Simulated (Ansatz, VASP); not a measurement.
# TiIn15Se16 (Ti_In): VASP beside Ansatz, part 2 of 2

One calculation is typed for both programs; each brings its own data sets. How far apart do they land? Of the first pair: The structure shown is the start of the Ansatz relaxation below; VASP solves that cell, so the two are compared at the walk's first step.

VASP 6.6.1 and Ansatz 0.2.0.

So far: Set-up; Ansatz: relaxation, LDA.

### Step 3. VASP: single point, LDA, start cell, pair 1

Level of this step: LDA, spin-polarised from a ferromagnetic start; plane waves and PAW (In_d, Se, Ti_sv) (VASP).

The same cell, functional (in two slightly different forms), mesh and smearing now go to VASP, with its own data sets.

Lines of VASP's logs that name or quote its potential files are left out, and so is its time.

The input, INCAR:

```
SYSTEM = TiIn15Se16
PREC = Accurate
ENCUT = 400
EDIFF = 1E-06
NELM = 200
ISMEAR = -1
SIGMA = 0.01
LREAL = Auto
ALGO = Normal
GGA = PW92
NBANDS = 176
ISPIN = 2
MAGMOM = 0 0 0 0 0.01 0.01 0.02 0.01 0.01 0.02 0.1 0.01 0.01 0.02 0.01 0.01 0.01 0.01 0.01 -0.01 -0.01 0.01 0.08 -0 0.03 0.08 0.08 0.02 0.01 0.01 0.01 1.19
LASPH = .TRUE.
LMAXMIX = 4
LORBIT = 11
LWAVE = .FALSE.
LCHARG = .FALSE.
ISIF = 2
NUPDOWN = 3
GGA_COMPAT = .FALSE.
KPAR = 2
```

The input, POSCAR:

```
TiIn15Se16
1.0
   15.8636315738      0.0000000000      0.0000000000
   -3.9659078934     10.9574364305      0.0000000000
    0.0000000000      0.0000000000     17.0000000000
In Se Ti
15 16 1
Direct
    0.0000317002      0.9962752237      0.5200330000
    0.0612803664      0.2391167876      0.4820626471
    0.0003074680      0.4947665482      0.5178288235
    0.0598268503      0.7404698217      0.4811984118
    0.2475295920      0.9935985027      0.5194928235
    0.3094860819      0.2378066272      0.4831819412
    0.2478891533      0.4973401429      0.5186292941
    0.3081473735      0.7389254824      0.4807932353
    0.5005761952      0.9951812634      0.5191185294
    0.5582909769      0.2386218726      0.4825142353
    0.5590081975      0.7397284987      0.4805214118
    0.7475611367      0.9964886860      0.5193867647
    0.8104803272      0.2404711190      0.4814832353
    0.7498203928      0.4982736642      0.5187762353
    0.8101345599      0.7402998914      0.4821143529
    0.1019235260      0.4001881305      0.5982987059
    0.2097657077      0.3359661745      0.4015658235
    0.1015781716      0.9004366179      0.5973541765
    0.2083155607      0.8312001678      0.4007277647
    0.3501544891      0.3979905362      0.5995192941
    0.4598562188      0.3324302197      0.4015296471
    0.3488020139      0.8978606504      0.5994155294
    0.4594104384      0.8342480523      0.4030858824
    0.5989523607      0.4009038088      0.5972784118
    0.7068869052      0.3333984206      0.4027085882
    0.6012981229      0.8991025467      0.5974950588
    0.7075901656      0.8307887577      0.4012434706
    0.8513960365      0.3987591466      0.5981998235
    0.9576045664      0.3354561100      0.4012882353
    0.8508748074      0.9025246063      0.5988428235
    0.9601775494      0.8335619429      0.4010168235
    0.5005764454      0.4976861180      0.5189057059
```

The input, KPOINTS:

```
Automatic mesh
0
Gamma
1 2 1
0 0 0
```

Potentials, in the order of the species: In_d, Se and Ti_sv (LDA family, release 64).

Run with:

```sh
$ mpirun -np 4 vasp_std
```

Numbers of over 12 decimals in the logs are rounded to 6 here.

The program printed:

```text
[banner, memory and clock lines left out]
running    4 mpi-ranks, on    1 nodes
[...]
|                                                                             |
|               ----> ADVICE to this user running VASP <----                  |
|                                                                             |
|     You enforced a specific xc type in the INCAR file but a different       |
|     [... a line on the potential file left out ...]
|     I HOPE YOU KNOW WHAT YOU ARE DOING!                                     |
|                                                                             |

 LDA part: xc-table for (Slater(with rela. corr.)+PW92), standard interpolation
|                                                                             |
|           W    W    AA    RRRRR   N    N  II  N    N   GGGG   !!!           |
|           W    W   A  A   R    R  NN   N  II  NN   N  G    G  !!!           |
|           W    W  A    A  R    R  N N  N  II  N N  N  G       !!!           |
[...]
|                                                                             |
|        The reciprocal lattice is simple monoclinic,                         |
|        whereas your k-lattice is base centered orthorhombic.                |
|                                                                             |
|     Results are often still useful ...                                      |
|                                                                             |

 POSCAR, INCAR and KPOINTS ok, starting setup
[...]
entering main loop
       N       E                     dE             d eps       ncg     rms          rms(c)
DAV:   1     0.254624394787E+04    0.25462E+04   -0.10745E+05  1752   0.115E+03
DAV:   2     0.206645286844E+03   -0.23396E+04   -0.23029E+04  1696   0.327E+02
DAV:   3    -0.122221216489E+03   -0.32887E+03   -0.32673E+03  1832   0.163E+02
DAV:   4    -0.137540534803E+03   -0.15319E+02   -0.15170E+02  1744   0.364E+01
[...]
DAV:  31    -0.132277838087E+03   -0.35204E-05   -0.75955E-08   864   0.995E-04    0.188E-04
DAV:  32    -0.132277839281E+03   -0.11938E-05   -0.34497E-08   800   0.662E-04    0.118E-04
DAV:  33    -0.132277839772E+03   -0.49049E-06   -0.14610E-08   800   0.460E-04
   1 F= -.13227784E+03 E0= -.13227784E+03  d E =-.336248E-05  mag=     2.9999
```

OUTCAR, selected parts (step 3):

```text
  Total        1.9180753     -1.5902325     -0.7861348     -0.0912050     -0.1620360     -0.0328310
  in kB        1.0399578     -0.8622053     -0.4262330     -0.0494503     -0.0878540     -0.0178006
  external PRESSURE =      -0.0828268 kB  Pullay stress =       0.0000000 kB

 POSITION                                       TOTAL-FORCE (eV/Angst)
 -----------------------------------------------------------------------------------
     -3.95063     10.91662      8.84056        -0.073123      0.086333     -0.206005
      0.02381      2.62011      8.19507        -0.047303     -0.009854     -0.172664
     -1.95732      5.42137      8.80309        -0.043515      0.270028      0.091629
     -1.98756      8.11365      8.18037         0.104256     -0.453535      0.023123
     -0.01380     10.88729      8.83138         0.339738      0.266030     -0.257160
      3.96645      2.60575      8.21409         0.181329      0.196334     -0.052352
      1.96002      5.44957      8.81670         0.496530     -0.058208      0.057938
      1.95783      8.09673      8.17349         0.149689     -0.124855      0.185876
      3.99416     10.90464      8.82501        -0.316423      0.033369      0.131862
      7.91017      2.61468      8.20274        -0.035667      0.103342      0.062875
      5.93420      8.10553      8.16886         0.149372     -0.062198      0.055621
      7.90705     10.91896      8.82957         0.258343      0.011182     -0.232857
     11.90347      2.63495      8.18522        -0.130339     -0.083881     -0.059625
      9.91877      5.45980      8.81920        -0.087380     -0.231385      0.132249
[...]
-----------------------------------------------------------------------------------
    total drift:                                0.000719     -0.009468      0.006979

  FREE ENERGIE OF THE ION-ELECTRON SYSTEM (eV)
  ---------------------------------------------------
  free  energy   TOTEN  =      -132.2778397717 eV

  energy  without entropy=     -132.2778364092  energy(sigma->0) =     -132.27783809

 magnetization (x)
# of ion       s       p       d       tot
------------------------------------------
    1        0.001   0.000   0.000   0.001
    2        0.001   0.001   0.000   0.001
    3        0.001   0.002   0.001   0.003
    4        0.001   0.002   0.000   0.002
    5        0.006   0.002   0.000   0.008
    6        0.006   0.002   0.001   0.008
    7        0.007   0.003   0.001   0.011
    8        0.001   0.001   0.001   0.002
    9        0.008   0.005   0.003   0.016
   10        0.013   0.009   0.001   0.023
   11        0.041   0.116   0.018   0.175
   12        0.001   0.006   0.003   0.010
   13        0.005   0.009   0.001   0.014
[...]
--------------------------------------------------
tot          0.137   0.448   1.493   2.078

[... 3 further parts left out ...]
[key lines of the parts left out:]
E-fermi :  -2.7385
```

The cell holds one magnetic atom, so no antiferromagnetic order fits into it.

### Step 4. Side by side

Known differences besides the potentials themselves: VASP starts from the moments at which Ansatz ended; the data sets hold 463 valence electrons in Ansatz (on its default PAW (the set named soft_2) files) and 303 in VASP; the cutoff is 420 eV in Ansatz and 400 eV in VASP (PREC = Accurate, projectors in real space); VASP's log shows a relativistic correction to its local exchange, Ansatz's none. Total energies have different zeros and are not compared.

Forces on 10 of the 32 atoms, those with the largest forces and the largest differences (eV/Å; atoms numbered as in POSCAR):

```
atom          Ansatz x, y, z            VASP x, y, z
 In4    0.105, -0.435, 0.020    0.104, -0.454, 0.023
 In5    0.339, 0.247, -0.253    0.340, 0.266, -0.257
 In7    0.494, -0.072, 0.059    0.497, -0.058, 0.058
Se18   -0.233, -0.122, 0.347   -0.229, -0.131, 0.375
Se20    0.309, 0.603, -0.623    0.303, 0.599, -0.599
Se21    -0.251, 0.556, 0.535    -0.254, 0.551, 0.512
Se24   -0.221, 0.474, -0.307   -0.219, 0.464, -0.283
Se29   0.227, -0.159, -0.007   0.232, -0.157, -0.036
Se30  -0.044, -0.038, -0.029  -0.041, -0.046, -0.002
Ti32   -0.198, -2.054, 0.261   -0.202, -2.043, 0.258
```

The forces differ by 12 meV/Å r.m.s., which is 4.0 % of the r.m.s. force of 0.299 eV/Å (both taken over all components). Moments aren't recorded for both runs of this pair, so they may hold unlike magnetic states.

### Step 5. Ansatz: relaxation, LDA

This run makes the geometry at which the two programs are then compared.

The structure compared here is the end of the Ansatz relaxation.

This is the run of step 2 again, met here at its other cell.

### Step 6. VASP: single point, LDA, relaxed atoms in a fixed cell, pair 2

The same cell, functional (in two slightly different forms), mesh and smearing now go to VASP, with its own data sets.

INCAR is that of step 3.

The input, POSCAR:

```
TiIn15Se16
1.0
   15.8636315700      0.0000000000      0.0000000000
   -3.9659078900     10.9574364300      0.0000000000
    0.0000000000      0.0000000000     17.0000000000
In Se Ti
15 16 1
Direct
    0.9990840931      0.9961722086      0.5181072688
    0.0608296230      0.2387067947      0.4815421885
    0.0003458796      0.4967396776      0.5152520184
    0.0607689790      0.7405168138      0.4786783123
    0.2495752645      0.0004393223      0.5205859050
    0.3107122767      0.2439637081      0.4853033022
    0.2482630389      0.5009681228      0.5163225395
    0.3074152489      0.7427717103      0.4792370018
    0.4977532880      0.9931773523      0.5202843064
    0.5596361490      0.2368596746      0.4843863252
    0.5563971273      0.7291377474      0.4920641746
    0.7479866068      0.9923146582      0.5187735358
    0.8109585009      0.2362906241      0.4810541237
    0.7500287119      0.4947965994      0.5166285722
    0.8101715937      0.7378154459      0.4801352300
    0.0997151748      0.4017195414      0.5971497283
    0.2091107858      0.3344231203      0.4015675083
    0.0994170620      0.8989993504      0.5976529793
    0.2094976469      0.8444636442      0.4000844925
    0.3568873341      0.4159695977      0.5942355124
    0.4603184000      0.3358163092      0.4032933558
    0.3485625069      0.9003968712      0.5992249992
    0.4605350949      0.8315829115      0.4050314582
    0.6011955731      0.4033031235      0.5969774154
    0.7071391545      0.3272903208      0.4019318271
    0.6020007190      0.9068404287      0.6025975093
    0.7032961870      0.8288544500      0.4045891052
    0.8526369561      0.3998498325      0.5962058946
    0.9586776931      0.3314545292      0.4001116218
    0.8504878105      0.8987712826      0.5979831377
    0.9588741553      0.8363320641      0.4001097807
    0.4972549282      0.4731283240      0.5185096061
```

KPOINTS is that of step 3.

Run with:

```sh
$ mpirun -np 4 vasp_std
```

The program printed:

```text
[banner, memory and clock lines left out]
running    4 mpi-ranks, on    1 nodes
[...]
[... a notice as in an earlier step ...]

 LDA part: xc-table for (Slater(with rela. corr.)+PW92), standard interpolation
 [... a notice as in an earlier step ...]

 POSCAR, INCAR and KPOINTS ok, starting setup
[...]
entering main loop
       N       E                     dE             d eps       ncg     rms          rms(c)
DAV:   1     0.255684532953E+04    0.25568E+04   -0.10739E+05  1744   0.115E+03
DAV:   2     0.209565600356E+03   -0.23473E+04   -0.23093E+04  1680   0.328E+02
DAV:   3    -0.121882541643E+03   -0.33145E+03   -0.32931E+03  1832   0.163E+02
DAV:   4    -0.137579373409E+03   -0.15697E+02   -0.15566E+02  1752   0.367E+01
[...]
DAV:  31    -0.132750924155E+03   -0.23424E-05   -0.53899E-08   808   0.945E-04    0.170E-04
DAV:  32    -0.132750925678E+03   -0.15231E-05   -0.43312E-08   872   0.547E-04    0.116E-04
DAV:  33    -0.132750925998E+03   -0.32006E-06   -0.96852E-09   800   0.540E-04
   1 F= -.13275093E+03 E0= -.13275091E+03  d E =-.378425E-04  mag=     2.9999
```

From OUTCAR (step 6):

```text
  Total        3.4757349     -1.0431458      0.2112470     -0.3033545      0.0096936     -0.0066027
  in kB        1.8845026     -0.5655814      0.1145357     -0.1644752      0.0052558     -0.0035799
  external PRESSURE =       0.4778189 kB  Pullay stress =       0.0000000 kB

 POSITION                                       TOTAL-FORCE (eV/Angst)
 -----------------------------------------------------------------------------------
     11.89837     10.91549      8.80782        -0.002141      0.014851      0.004836
      0.01829      2.61561      8.18622        -0.008223     -0.016001      0.001142
     -1.96454      5.44299      8.75928        -0.007065      0.019853     -0.006768
     -1.97280      8.11417      8.13753         0.008988     -0.014422     -0.006630
      3.95743      0.00481      8.84996         0.004493      0.014202     -0.001480
      3.96149      2.67322      8.25016         0.006882     -0.017527      0.004456
      1.95156      5.48933      8.77748        -0.005773      0.018499     -0.004792
      1.93096      8.13887      8.14703        -0.007644     -0.021605      0.000914
      3.95732     10.88268      8.84483        -0.004828      0.018813      0.003149
      7.93850      2.59537      8.23457         0.004907     -0.024952      0.003081
      5.93479      7.98948      8.36509        -0.001664     -0.010839     -0.001252
      7.93036     10.87322      8.81915         0.004373      0.022076     -0.001815
     11.92764      2.58914      8.17792        -0.004907     -0.016592      0.005284
      9.93586      5.42170      8.78269        -0.000598      0.015892     -0.004748
[...]
-----------------------------------------------------------------------------------
    total drift:                                0.000448     -0.000370     -0.014723

  FREE ENERGIE OF THE ION-ELECTRON SYSTEM (eV)
  ---------------------------------------------------
  free  energy   TOTEN  =      -132.7509259982 eV

  energy  without entropy=     -132.7508881557  energy(sigma->0) =     -132.75090708

 magnetization (x)
# of ion       s       p       d       tot
------------------------------------------
    1        0.000   0.001   0.000   0.002
    2        0.001   0.001   0.000   0.003
    3        0.001   0.002   0.001   0.004
    4        0.001   0.002   0.000   0.003
    5        0.010   0.002   0.001   0.013
    6        0.008   0.006   0.002   0.016
    7        0.021   0.011   0.001   0.032
    8        0.008   0.002   0.001   0.011
    9        0.006   0.005   0.003   0.015
   10        0.011   0.013   0.002   0.026
   11        0.039   0.100   0.012   0.151
   12        0.001   0.007   0.003   0.011
   13        0.006   0.010   0.001   0.018
[...]
--------------------------------------------------
tot          0.176   0.499   1.336   2.011

[... 1 part as in an earlier step ...]

[... 2 further parts left out ...]
[key lines of the parts left out:]
E-fermi :  -2.8030
```

### Step 7. Comparison

What differs besides the data sets and the points named for the pairs above, as far as they apply: the data sets hold 463 valence electrons in Ansatz (on its default PAW (the set named soft_2) files) and 303 in VASP; site moments are counted in spheres of each program's own size. Total energies have different zeros and are not compared.

Compared:

```csv
quantity,Ansatz,VASP,difference
"total moment, fixed by the input (μB)",3.00,3.00,0.00
moment on Ti32 (μB),1.19,1.32,-0.13
moment on In11 (μB),0.10,0.15,-0.06
moment on Se26 (μB),0.08,0.08,0.00
moment on Se27 (μB),0.08,0.08,0.00
moment on Se23 (μB),0.08,0.07,0.00
```

The largest component of a force difference here is 44 meV/Å.

### Step 8. Summary of results

```
r.m.s. force difference (single point, LDA, start cell, pair 1)                    : 4.0 % of the r.m.s. force
r.m.s. force difference (single point, LDA, relaxed atoms in a fixed cell, pair 2) : 14 meV/Å
```

**Reading.** The r.m.s. force difference is 4.0 % of the r.m.s. force (single point, LDA, start cell, pair 1), beyond the 3 % picked in this series as the mark of a large difference. The data sets hold unlike numbers of valence electrons (463 in Ansatz and 303 in VASP), so part of the differences may come from the potentials. What causes the difference of the single point, LDA, start cell, pair 1 pair stays open here. What causes the difference of the single point, LDA, relaxed atoms in a fixed cell, pair 2 pair stays open here. How closely two codes agree says nothing of how well the functional describes the real material.

[Lines on the potential files, build, host, timing and source positions are cut from VASP's logs without a mark.]

[Logs are printed without paths, hosts, clocks, repeated set-up lines and the standing remarks that a program may print on its own settings, such as how far it seeks lower states.]

[Hosts, paths, dates, database ids (printed as entryN), source tags and the programs' standing remarks are cut or masked in the printed files.]
